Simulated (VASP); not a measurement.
Input of a VASP 6.6.1 run:

INCAR

```
SYSTEM = TiRhC
PREC     = Accurate       ! precision mode
ENCUT    = 520            ! plane-wave cutoff, eV
EDIFF    = 1E-7           ! SCF threshold, eV
ISMEAR   = -1             ! smearing method
SIGMA    = 0.05           ! smearing width, eV
LREAL    = .False.        ! projectors in reciprocal space
LASPH    = .True.         ! aspherical terms in the spheres
NELM     = 80             ! most SCF steps
ALGO     = Normal         ! electronic algorithm
ISIF     = 2              ! what is computed and relaxed
LWAVE    = .False.        ! write WAVECAR
LCHARG   = .True.         ! write CHGCAR
GGA      = PE             ! functional
LELF     = .True.         ! ELF
LVHAR    = .True.       
NBANDS   = 22             ! bands
```

Contents of KPOINTS:

```
Automatic mesh
0
Gamma
  8 8 7
  0 0 0
```

File POSCAR:

```
TiRhC
1.0
    3.4998000000      0.0000000000      0.0000000000
    0.0000000000      3.4998000000      0.0000000000
    0.0000000000      0.0000000000      4.0714300000
Ti Rh C
1 1 1
Direct
    0.4892080000      0.4899730000      0.0098690000
   -0.0053710000     -0.0042500000      0.0033420000
    0.5130210000      0.4987980000      0.4931480000
```

Potentials or basis: VASP PAW PBE potentials, release 64 (Ti_sv, Rh_pv, C).

The run is started by

```sh
$ cat potpaw_PBE.64/Ti_sv/POTCAR potpaw_PBE.64/Rh_pv/POTCAR potpaw_PBE.64/C/POTCAR > POTCAR
$ mpirun -np 1 vasp_std > vasp.out
```

(1) What does it give for the largest force?

(2) Estimate the pressure.

(3) What does it give for the band gap on the k mesh?

## Answers

(1) 1.211 eV/Å.

(2) 0.6 GPa.

(3) none (metal or under the smearing width).
